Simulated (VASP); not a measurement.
Runs of VASP 6.6.1 on FSnIH2. The cell holds a molecule in a box, 5 atoms: a = 13.000 Å, b = 13.000 Å, c = 12.000 Å, α = 90.00°, β = 90.00°, γ = 90.00°. 

```csv
task,level,cell,grid for exact exchange (PRECFOCK),exchange at q = 0,gap on the mesh (eV),largest force (eV/Å)
electron localisation function,PBE,as given,-,-,4.27,0.84
single point,PBE,"atoms moved at random, drawn with an rms of 0.05 Å",-,-,4.23,3.04
relaxation of the atoms,PBE,"atoms relaxed from: atoms moved at random, drawn with an rms of 0.02 Å",-,-,4.07,0.01
single point,PBE,as given,-,-,4.27,0.84
atomic charges,PBE+TS,as given,-,-,4.27,0.85
single point,PBE0+D3(BJ),as given,Fast,default,6.27,(a)
```

Alike in all rows: potentials or basis VASP PAW PBE potentials, release 64 (F, Sn_d, I, H); no spin polarisation; k mesh 1 × 1 × 1; cutoff (eV) 520; smearing gaussian 0.01 eV.

Fill in the values left out.

(a) 0.26.

Caveats: spin-orbit coupling is left out, which moves the levels of the heavy elements; the PAW data sets were made with another functional, which shifts forces and pressure a little (some runs).

A k mesh can miss the band edges, and the runs leave out spin-orbit coupling on I, Sn.
